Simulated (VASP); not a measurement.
Input:

```yaml
crystal:
  lattice:
    - [0.00000, 2.72232, 2.72232]
    - [2.72232, 0.00000, 2.72232]
    - [2.72232, 2.72232, 0.00000]
  atoms:
    - { symbol: Zn, position: [0.00000, 0.00000, 0.00000] }
    - { symbol: S, position: [0.25000, 0.25000, 0.25000] }
```

All values below come from MS2 meta-GGA, VASP's PBE PAW potentials (set 64) (plane waves; VASP). Settings: 520 eV cut-off, 9×9×9 Γ-centred mesh, Gaussian smearing of 0.050 eV, potentials Zn S.

Task: Predict the energy per atom (σ→0), pressure, band gap (on the k-mesh) with the smallest direct gap where there is one.

Result: 
```yaml
band gap (on the k-mesh): 2.39 eV
smallest direct gap (on the k-mesh): 2.39 eV
energy per atom (σ→0): -6.510 eV/atom
pressure: -2.10 GPa
```

Only differences to runs with the same potentials and settings are physical.

The compound is ZnS in the zinc blende structure. This cell is one point of a volume scan, at 1.03 of the reference volume.
